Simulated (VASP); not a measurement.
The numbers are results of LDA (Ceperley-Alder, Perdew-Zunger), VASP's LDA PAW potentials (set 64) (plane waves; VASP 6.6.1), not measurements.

A VASP calculation is set up with these files.

### POSCAR
```
Tc
1
    1.3529416855    -2.3433641178     0.0000000000
    1.3529416855     2.3433641178     0.0000000000
    0.0000000000     0.0000000000     4.3282456941
Tc
2
Direct
  0.3333330000   0.6666670000   0.2500000000
  0.6666670000   0.3333330000   0.7500000000
```

### KPOINTS
```
Regular mesh
0
gamma
14 14 8
0 0 0
```

**INCAR**
```
SYSTEM = Tc
PREC = Accurate; ENCUT = 400; LREAL = F
LASPH = T
EDIFF = 1E-8; NELM = 100; ALGO = Normal
LMAXMIX = 4
ISMEAR = 1; SIGMA = 0.1
IBRION = 1; NSW = 30; ISIF = 2
EDIFFG = -0.001
LWAVE = F; LCHARG = F
```

POTCAR, in this order: Tc_pv (LDA.64 set). Program: vasp_std.

Question: Estimate the energy per atom (σ→0), band gap (on the k-mesh).

Answer: 
| Item | Result |
|---|---|
| energy per atom (σ→0) | -11.736 eV/atom |
| band gap (on the k-mesh) | none (metal, semimetal or under 0.01 eV) |

File OSZICAR:
```
...
DAV:   7    -0.234853732619E+02    0.16897E+00   -0.58518E-01  4618   0.670E+00    0.951E-01
DAV:   8    -0.234721236916E+02    0.13250E-01   -0.15495E-02  4186   0.145E+00    0.220E-01
DAV:   9    -0.234721469906E+02   -0.23299E-04   -0.40942E-04  4667   0.160E-01    0.286E-02
DAV:  10    -0.234721591774E+02   -0.12187E-04   -0.22739E-05  4219   0.429E-02    0.740E-03
DAV:  11    -0.234721591648E+02    0.12665E-07   -0.30158E-07  4969   0.482E-03    0.877E-04
DAV:  12    -0.234721591277E+02    0.37061E-07   -0.58298E-08  4237   0.178E-03    0.298E-04
DAV:  13    -0.234721591288E+02   -0.11119E-08   -0.20625E-09  2086   0.344E-04
   1 F= -.23472159E+02 E0= -.23471937E+02  d E =-.234722E+02
```

The compound is Tc in the hcp structure. It was relaxed first. The start is the result of an earlier pass.
